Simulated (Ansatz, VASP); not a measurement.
**Cross-check of PtAu2 (Au-Pt-Au stack, (100) layers) between VASP and Ansatz**

Aim: how closely do two programs agree when they are given the same cell, functional and k mesh? The cell is taken from a series of runs on this material, whose earlier steps may have relaxed, scaled, displaced or heated it; both programs get it as it stands.

Program: Ansatz 0.2.0. Level of theory: plane waves, with VASP 6.6.1 beside it; PBE. Results are calculated unless marked as measured.

## (1) Set-up

The cell holds 3 atoms: 2 Au and 1 Pt. Its edges and angles: a = 2.759 Å, b = 2.759 Å, c = 31.640 Å, α = 90.0°, β = 90.0°, γ = 90.0°. It derives from PtAu2. Vacuum lies along c.

Coordinates:

```xyz
3
Lattice="2.7586 0.0000 0.0000 0.0000 2.7586 0.0000 0.0000 0.0000 31.6400" Properties=species:S:1:pos:R:3
Au    0.0000    0.0000    5.3103
Au    0.0000    0.0000    9.6097
Pt    1.3793    1.3793    7.4600
```

## (2) VASP: zone-centre phonons, PBE

Second derivatives magnify differences that forces hide, and they need a tight electronic threshold.

Lines of VASP's logs that name or quote its potential files are left out, and so is its time.

The input, INCAR:

```
SYSTEM = PtAu2
PREC = Accurate
ENCUT = 500
EDIFF = 1E-08
NELM = 120
ISMEAR = 1
SIGMA = 0.2
LREAL = .FALSE.
ALGO = Normal
GGA = PE
NBANDS = 22
LASPH = .TRUE.
LORBIT = 11
LWAVE = .FALSE.
LCHARG = .FALSE.
ISIF = 2
IBRION = 8
GGA_COMPAT = .FALSE.
NELMDL = -8
```

The input, POSCAR:

```
PtAu2
1.0
    2.7585911818      0.0000000000      0.0000000000
    0.0000000000      2.7585911818      0.0000000000
    0.0000000000      0.0000000000     31.6399998672
Au Pt
2 1
Direct
    0.0000000000      0.0000000000      0.1678344847
    0.0000000000      0.0000000000      0.3037205109
    0.5000000000      0.5000000000      0.2357774978
```

The input, KPOINTS:

```
Automatic mesh
0
Gamma
9 9 1
0 0 0
```

PAW data sets: Au and Pt (PBE family, release 64).

Launch:

```sh
mpirun -np 1 vasp_std
```

Numbers of over 12 decimals in the logs are rounded to 6 here.

Log:

```text
[banner, memory and clock lines left out]
running    1 mpi-ranks, on    1 nodes
 distrk:  each k-point on    1 cores,    1 groups
 distr:  one band on    1 cores,    1 groups

 POSCAR found type information on POSCAR AuPt
 POSCAR found :  2 types and       3 ions
 LDA part: xc-table for (Slater+PW92), standard interpolation
 POSCAR, INCAR and KPOINTS ok, starting setup
 FFT: planning ... GRIDC
 FFT: planning ... GRID_SOFT
 FFT: planning ... GRID
 WAVECAR not read
 entering main loop
       N       E                     dE             d eps       ncg     rms          rms(c)
DAV:   1     0.216202765818E+03    0.21620E+03   -0.11937E+04   668   0.110E+03
DAV:   2    -0.251553230878E-01   -0.21623E+03   -0.20204E+03   950   0.216E+02
DAV:   3    -0.121735957442E+02   -0.12148E+02   -0.11408E+02   780   0.536E+01
DAV:   4    -0.123956815879E+02   -0.22209E+00   -0.22048E+00   844   0.763E+00
DAV:   5    -0.124001507704E+02   -0.44692E-02   -0.44687E-02   842   0.979E-01
DAV:   6    -0.124003049710E+02   -0.15420E-03   -0.15418E-03   874   0.167E-01
DAV:   7    -0.124003132837E+02   -0.83127E-05   -0.83127E-05   850   0.301E-02
DAV:   8    -0.124003138602E+02   -0.57657E-06   -0.57686E-06   814   0.623E-03    0.143E+01
DAV:   9    -0.116740350639E+02    0.72628E+00   -0.32593E+00   768   0.166E+01    0.950E+00
DAV:  10    -0.119000913463E+02   -0.22606E+00   -0.24819E+00   724   0.154E+01    0.638E+00
DAV:  11    -0.115568507098E+02    0.34324E+00   -0.11812E+00   696   0.135E+01    0.129E+00
DAV:  12    -0.115565195659E+02    0.33114E-03   -0.75522E-02   788   0.195E+00    0.624E-01
DAV:  13    -0.115520660173E+02    0.44535E-02   -0.19186E-02   758   0.142E+00    0.126E-01
DAV:  14    -0.115519220418E+02    0.14398E-03   -0.12971E-03   788   0.306E-01    0.105E-01
[...]
DAV:  21    -0.115519370703E+02   -0.22439E-05   -0.19568E-07   708   0.205E-03    0.196E-03
DAV:  22    -0.115519373505E+02   -0.28024E-06   -0.86770E-08   744   0.180E-03    0.415E-04
DAV:  23    -0.115519376958E+02   -0.34524E-06   -0.17391E-08   526   0.806E-04    0.195E-04
DAV:  24    -0.115519378904E+02   -0.19462E-06   -0.24020E-09   518   0.229E-04    0.168E-04
DAV:  25    -0.115519381049E+02   -0.21447E-06   -0.52901E-09   488   0.253E-04    0.883E-05
DAV:  26    -0.115519381441E+02   -0.39255E-07   -0.67434E-10   518   0.109E-04    0.439E-05
DAV:  27    -0.115519381735E+02   -0.29407E-07   -0.57863E-10   470   0.712E-05    0.156E-05
DAV:  28    -0.115519381767E+02   -0.31182E-08   -0.38620E-11   516   0.335E-05
   1 F= -.11551938E+02 E0= -.11552546E+02  d E =0.182217E-02
 Linear response reoptimize wavefunctions to high precision
DAV:   1    -0.115519381801E+02   -0.34761E-08   -0.62469E-11   438   0.267E-05
DAV:   2    -0.115519381802E+02   -0.43656E-10    0.62145E-12   510   0.101E-05
 Linear response DOF=           4
 Linear response progress:
  Degree of freedom:   1/  4
       N       E                     dE             d eps       ncg     rms          rms(c)
RMM:   1    -0.273667431445E+00   -0.27367E+00   -0.23655E-01  1818   0.340E+00
RMM:   2    -0.272392975644E+00    0.12745E-02   -0.29875E-03  1664   0.373E-01    0.797E-02
RMM:   3    -0.271884122723E+00    0.50885E-03   -0.19933E-04  1645   0.865E-02    0.434E-02
RMM:   4    -0.271475443344E+00    0.40868E-03   -0.28538E-04  1717   0.885E-02    0.126E-02
RMM:   5    -0.271434031356E+00    0.41412E-04   -0.12993E-05  1707   0.222E-02    0.540E-03
RMM:   6    -0.271350665654E+00    0.83366E-04   -0.76670E-07  1826   0.573E-03    0.218E-03
RMM:   7    -0.271345390812E+00    0.52748E-05   -0.11286E-07  1827   0.191E-03    0.582E-04
RMM:   8    -0.271339916803E+00    0.54740E-05   -0.14831E-08  1814   0.683E-04    0.267E-04
RMM:   9    -0.271336852734E+00    0.30641E-05   -0.53020E-09  1836   0.375E-04    0.657E-05
RMM:  10    -0.271336004829E+00    0.84791E-06   -0.73264E-10  1844   0.940E-05    0.236E-05
RMM:  11    -0.271336036803E+00   -0.31974E-07   -0.19274E-09  1856   0.343E-05    0.793E-06
RMM:  12    -0.271336046170E+00   -0.93666E-08   -0.63506E-09  1863   0.119E-05    0.264E-06
 first order change of Fermi-energy  -0.82569E-03
 force on displaced ion       1 direction 1 :  -1.103   0.000  -0.001
 Linear response progress:
  Degree of freedom:   2/  4
       N       E                     dE             d eps       ncg     rms          rms(c)
RMM:   1    -0.352314591353E+00   -0.35231E+00   -0.25200E-01  1126   0.353E+00
RMM:   2    -0.350116812897E+00    0.21978E-02   -0.39391E-03  1021   0.421E-01    0.203E-01
RMM:   3    -0.349918417319E+00    0.19840E-03   -0.45590E-04  1054   0.121E-01    0.141E-01
RMM:   4    -0.350113271364E+00   -0.19485E-03   -0.40163E-04  1097   0.108E-01    0.256E-02
RMM:   5    -0.350106304059E+00    0.69673E-05   -0.64464E-05  1088   0.399E-02    0.193E-02
RMM:   6    -0.350040353810E+00    0.65950E-04   -0.15073E-05  1105   0.206E-02    0.671E-03
RMM:   7    -0.349998322859E+00    0.42031E-04   -0.13275E-06  1104   0.689E-03    0.358E-03
RMM:   8    -0.349980768288E+00    0.17555E-04   -0.43291E-07  1100   0.352E-03    0.126E-03
RMM:   9    -0.349967270554E+00    0.13498E-04   -0.72184E-08  1107   0.143E-03    0.245E-04
RMM:  10    -0.349966095243E+00    0.11753E-05   -0.76343E-09  1105   0.382E-04    0.102E-04
RMM:  11    -0.349964953564E+00    0.11417E-05   -0.11405E-08  1135   0.184E-04    0.403E-05
RMM:  12    -0.349964207006E+00    0.74656E-06   -0.48936E-08  1110   0.679E-05    0.151E-05
RMM:  13    -0.349964037734E+00    0.16927E-06   -0.55828E-08  1150   0.397E-05    0.763E-06
RMM:  14    -0.349963951188E+00    0.86545E-07   -0.37976E-08  1169   0.453E-05    0.559E-06
RMM:  15    -0.349963856383E+00    0.94806E-07   -0.35932E-08  1163   0.339E-05    0.317E-06
RMM:  16    -0.349963871993E+00   -0.15611E-07   -0.24317E-08  1055   0.176E-05    0.176E-06
RMM:  17    -0.349963865641E+00    0.63527E-08   -0.87827E-09  1114   0.139E-05    0.121E-06
 first order change of Fermi-energy   0.22580E+00
 force on displaced ion       1 direction 3 :  -0.000  -0.000  -4.694
 Linear response progress:
  Degree of freedom:   3/  4
       N       E                     dE             d eps       ncg     rms          rms(c)
RMM:   1    -0.238759291268E+00   -0.23876E+00   -0.23426E-01  1882   0.278E+00
RMM:   2    -0.236886177431E+00    0.18731E-02   -0.26998E-03  1658   0.311E-01    0.948E-02
RMM:   3    -0.236476264855E+00    0.40991E-03   -0.20745E-04  1615   0.770E-02    0.528E-02
RMM:   4    -0.236195173154E+00    0.28109E-03   -0.27233E-04  1679   0.777E-02    0.133E-02
RMM:   5    -0.236152201390E+00    0.42972E-04   -0.20563E-05  1683   0.247E-02    0.395E-03
RMM:   6    -0.236125422208E+00    0.26779E-04   -0.20072E-06  1744   0.736E-03    0.133E-03
RMM:   7    -0.236122073835E+00    0.33484E-05   -0.16837E-07  1829   0.181E-03    0.738E-04
RMM:   8    -0.236112585517E+00    0.94883E-05   -0.14984E-08  1804   0.799E-04    0.145E-04
RMM:   9    -0.236111287799E+00    0.12977E-05   -0.51476E-10  1802   0.237E-04    0.428E-05
RMM:  10    -0.236110913028E+00    0.37477E-06   -0.21395E-09  1845   0.651E-05    0.812E-06
RMM:  11    -0.236110936504E+00   -0.23477E-07   -0.36993E-09  1849   0.181E-05    0.764E-06
RMM:  12    -0.236110968780E+00   -0.32275E-07   -0.16904E-08  1794   0.102E-05    0.239E-06
RMM:  13    -0.236111010472E+00   -0.41693E-07   -0.94838E-09  1656   0.512E-06    0.300E-07
RMM:  14    -0.236111007909E+00    0.25631E-08   -0.17206E-09  1034   0.271E-06    0.117E-07
 first order change of Fermi-energy   0.45443E-03
 force on displaced ion       3 direction 1 :  -2.379   0.000   0.000
 Linear response progress:
  Degree of freedom:   4/  4
       N       E                     dE             d eps       ncg     rms          rms(c)
RMM:   1    -0.319693907654E+00   -0.31969E+00   -0.23098E-01  1251   0.296E+00
RMM:   2    -0.315358762758E+00    0.43351E-02   -0.33222E-03  1010   0.361E-01    0.222E-01
RMM:   3    -0.315411113670E+00   -0.52351E-04   -0.26064E-04  1074   0.903E-02    0.156E-01
RMM:   4    -0.315888401624E+00   -0.47729E-03   -0.32629E-04  1131   0.862E-02    0.736E-02
RMM:   5    -0.315642904326E+00    0.24550E-03   -0.22490E-04  1136   0.716E-02    0.129E-02
RMM:   6    -0.315596192800E+00    0.46712E-04   -0.55724E-06  1064   0.123E-02    0.467E-03
RMM:   7    -0.315566033469E+00    0.30159E-04   -0.10344E-06  1098   0.566E-03    0.875E-04
RMM:   8    -0.315558259787E+00    0.77737E-05   -0.36184E-08  1107   0.106E-03    0.226E-04
RMM:   9    -0.315554619596E+00    0.36402E-05   -0.55465E-09  1121   0.217E-04    0.123E-04
RMM:  10    -0.315554431198E+00    0.18840E-06   -0.13261E-08  1127   0.941E-05    0.537E-05
RMM:  11    -0.315554536305E+00   -0.10511E-06   -0.57392E-08  1131   0.481E-05    0.141E-05
RMM:  12    -0.315554514678E+00    0.21627E-07   -0.19598E-07  1143   0.263E-05    0.814E-06
RMM:  13    -0.315554556910E+00   -0.42232E-07   -0.12214E-07  1170   0.383E-05    0.739E-06
RMM:  14    -0.315554543488E+00    0.13421E-07   -0.20397E-07  1185   0.365E-05    0.481E-06
RMM:  15    -0.315554542066E+00    0.14226E-08   -0.16046E-07  1151   0.233E-05    0.140E-06
RMM:  16    -0.315554538280E+00    0.37854E-08   -0.10836E-07  1016   0.645E-06    0.737E-07
RMM:  17    -0.315554534752E+00    0.35283E-08   -0.24684E-08   959   0.475E-06    0.384E-07
 first order change of Fermi-energy  -0.48841E-03
 force on displaced ion       3 direction 3 :   0.000   0.000  -8.942
 Linear response finished
```

OUTCAR, selected parts (step 2):

```text
ion  position               nearest neighbor table
   1  0.000  0.000  0.168-   3 2.90   3 2.90   3 2.90   3 2.90
   2  0.000  0.000  0.304-   3 2.90   3 2.90   3 2.90   3 2.90
   3  0.500  0.500  0.236-   1 2.90   2 2.90   1 2.90   2 2.90   1 2.90   2 2.90   1 2.90   2 2.90

  LATTYP: Found a simple tetragonal cell.
 ALAT       =     2.7585911818
 C/A-ratio  =    11.4696226378

 Subroutine GETGRP returns: Found 16 space group operations
 (whereof  8 operations were pure point group operations)

The static configuration has the point symmetry C_4v.
 The point group associated with its full space group is D_4h.

 Found     15 irreducible k-points:

   k-points           NKPTS =     15   k-points in BZ     NKDIM =     15   number of bands    NBANDS=     22

   dimension x,y,z NGX =    20 NGY =   20 NGZ =  240
   dimension x,y,z NGXF=    40 NGYF=   40 NGZF=  480

   ENCUT  =  500.0 eV  36.75 Ry    6.06 a.u.   5.03  5.03 57.69*2*pi/ulx,y,z

   NELECT =      32.0000    total number of electrons

 k-points in reciprocal lattice and weights: Automatic mesh
   0.00000000  0.00000000  0.00000000       0.012
   0.11111111  0.00000000  0.00000000       0.049
   0.22222222  0.00000000  0.00000000       0.049
   0.33333333  0.00000000  0.00000000       0.049
   0.44444444  0.00000000  0.00000000       0.049
   0.11111111  0.11111111  0.00000000       0.049
   0.22222222  0.11111111  0.00000000       0.099
   0.33333333  0.11111111  0.00000000       0.099
   0.44444444  0.11111111  0.00000000       0.099
[...]
0.44444444  0.33333333  0.00000000       0.099
   0.44444444  0.44444444  0.00000000       0.049

 average (electrostatic) potential at core
       1 -75.2952       2 -75.2952       3 -75.6355

  Total       -0.0783962     -0.0783962     -0.0750659      0.0000000      0.0000000      0.0000000
  in kB       -0.5216680     -0.5216680     -0.4995078      0.0000000      0.0000000      0.0000000
  external PRESSURE =      -0.5142813 kB  Pullay stress =       0.0000000 kB

  energy-cutoff  :      500.00
  volume of cell :      240.77
      direct lattice vectors                 reciprocal lattice vectors
     2.758591182  0.000000000  0.000000000     0.362503878  0.000000000  0.000000000
     0.000000000  2.758591182  0.000000000     0.000000000  0.362503878  0.000000000
     0.000000000  0.000000000 31.639999867     0.000000000  0.000000000  0.031605563

 POSITION                                       TOTAL-FORCE (eV/Angst)
 -----------------------------------------------------------------------------------
      0.00000      0.00000      5.31028         0.000000     -0.000000      0.008302
      0.00000      0.00000      9.60972         0.000000      0.000000     -0.008302
      1.37930      1.37930      7.46000         0.000000      0.000000      0.000000
 -----------------------------------------------------------------------------------
    total drift:                                0.000000     -0.000000      0.000066

 Eigenvectors and eigenvalues of the dynamical matrix
 ----------------------------------------------------

   1 f  =    4.091239 THz    25.706015 2PiTHz  136.469057 cm-1    16.919999 meV
             X         Y         Z           dx          dy          dz
      0.000000  0.000000  5.310283     0.000000    0.000000   -0.406643
      0.000000  0.000000  9.609717     0.000000    0.000000   -0.406643
      1.379296  1.379296  7.460000     0.000000    0.000000    0.818097

   2 f  =    2.472258 THz    15.533657 2PiTHz   82.465662 cm-1    10.224434 meV
             X         Y         Z           dx          dy          dz
      0.000000  0.000000  5.310283     0.000000    0.000000    0.707107
      0.000000  0.000000  9.609717     0.000000    0.000000   -0.707107
      1.379296  1.379296  7.460000    -0.000000   -0.000000    0.000000

   3 f  =    2.110041 THz    13.257777 2PiTHz   70.383385 cm-1     8.726424 meV
             X         Y         Z           dx          dy          dz
      0.000000  0.000000  5.310283    -0.368524   -0.171593    0.000000
      0.000000  0.000000  9.609717    -0.368524   -0.171593   -0.000000
      1.379296  1.379296  7.460000     0.741758    0.345379    0.000000

   4 f  =    2.110041 THz    13.257777 2PiTHz   70.383385 cm-1     8.726424 meV
             X         Y         Z           dx          dy          dz
      0.000000  0.000000  5.310283    -0.171593    0.368524    0.000000
      0.000000  0.000000  9.609717    -0.171593    0.368524   -0.000000
      1.379296  1.379296  7.460000     0.345379   -0.741758    0.000000

   5 f  =    1.125444 THz     7.071373 2PiTHz   37.540771 cm-1     4.654460 meV
             X         Y         Z           dx          dy          dz
      0.000000  0.000000  5.310283     0.575442   -0.410934   -0.000000
      0.000000  0.000000  9.609717    -0.575442    0.410934    0.000000
      1.379296  1.379296  7.460000    -0.000000    0.000000    0.000000

   6 f  =    1.125444 THz     7.071373 2PiTHz   37.540771 cm-1     4.654460 meV
             X         Y         Z           dx          dy          dz
      0.000000  0.000000  5.310283    -0.410934   -0.575442    0.000000
      0.000000  0.000000  9.609717     0.410934    0.575442   -0.000000
      1.379296  1.379296  7.460000     0.000000   -0.000000    0.000000

   7 f/i=    0.001548 THz     0.009728 2PiTHz    0.051643 cm-1     0.006403 meV
             X         Y         Z           dx          dy          dz
      0.000000  0.000000  5.310283    -0.573710    0.074855    0.000000
      0.000000  0.000000  9.609717    -0.573710    0.074855   -0.000000
      1.379296  1.379296  7.460000    -0.570067    0.074380    0.000000

   8 f/i=    0.001548 THz     0.009728 2PiTHz    0.051643 cm-1     0.006403 meV
             X         Y         Z           dx          dy          dz
      0.000000  0.000000  5.310283    -0.074855   -0.573710   -0.000000
      0.000000  0.000000  9.609717    -0.074855   -0.573710   -0.000000
      1.379296  1.379296  7.460000    -0.074380   -0.570067    0.000000

   9 f/i=    0.002093 THz     0.013151 2PiTHz    0.069816 cm-1     0.008656 meV
             X         Y         Z           dx          dy          dz
      0.000000  0.000000  5.310283    -0.000000    0.000000    0.578482
      0.000000  0.000000  9.609717    -0.000000    0.000000    0.578482
      1.379296  1.379296  7.460000     0.000000    0.000000    0.575080

 ELASTIC MODULI CONTR FROM IONIC RELAXATION (kBar)
 Direction    XX          YY          ZZ          XY          YZ          ZX
 --------------------------------------------------------------------------------
 XX        -154.1191   -154.1191   -216.8130      0.0000     -0.0000     -0.0000
 YY        -154.1191   -154.1191   -216.8130      0.0000     -0.0000     -0.0000
 ZZ        -216.8130   -216.8130   -305.0102      0.0000     -0.0000     -0.0000
 XY           0.0000      0.0000      0.0000      0.0000      0.0000      0.0000
 YZ          -0.0000     -0.0000     -0.0000      0.0000     -9.3032      0.0000
 ZX          -0.0000     -0.0000     -0.0000      0.0000      0.0000     -9.0643
 --------------------------------------------------------------------------------
```

[end of part 1 of 2]

[Lines on the potential files, build, host, timing and source positions are cut from VASP's logs without a mark.]

[Logs are printed without paths, hosts, clocks, repeated set-up lines and the standing remarks that a program may print on its own settings, such as how far it seeks lower states.]

[Hosts, paths, dates, database ids (printed as entryN), source tags and the programs' standing remarks are cut or masked in the printed files.]
